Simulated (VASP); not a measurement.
```xyz
1
Lattice="-1.6500 1.6500 1.6500 1.6500 -1.6500 1.6500 1.6500 1.6500 -1.6500" Properties=species:S:1:pos:R:3 pbc="T T T"
Nb     0.0000     0.0000     0.0000
```

Calculation: vdW-DF-cx, VASP's PBE PAW potentials (set 64) (plane waves; VASP). Numerical set-up: 520 eV cut-off, 14×14×14 Γ-centred mesh, first-order Methfessel-Paxton smearing of 0.10 eV, potentials Nb_sv.

Energy and stress use the plane-wave basis of the starting cell.

Q: The ions, cell shape and volume are relaxed. Which structure does the run end with?

A: 
```xyz
1
Lattice="-1.6378 1.6378 1.6378 1.6378 -1.6378 1.6378 1.6378 1.6378 -1.6378" Properties=species:S:1:pos:R:3 pbc="T T T"
Nb     0.0000     0.0000     0.0000
```
Space group Im-3m (229), at a tolerance of 0.03 Å.

Q: How do energy and volume change from the first to the last step?

A: The energy (σ→0) changes by -4.9 meV/atom and the volume by -2.2 %, in 3 ionic steps.

| step | E(σ→0) (eV) | max force (eV/Å) | pressure (GPa) | volume (Å³) |
|---|---|---|---|---|
| 1 | -7.7973 | 0.000 | -3.81 | 17.97 |
| 2 | -7.7865 | 0.000 | 7.61 | 16.88 |
| 3 | -7.8023 | 0.000 | -0.07 | 17.57 |

The compound is Nb in the bcc structure. This run relaxes it. Symmetry was kept, so distortions that lower it aren't found.
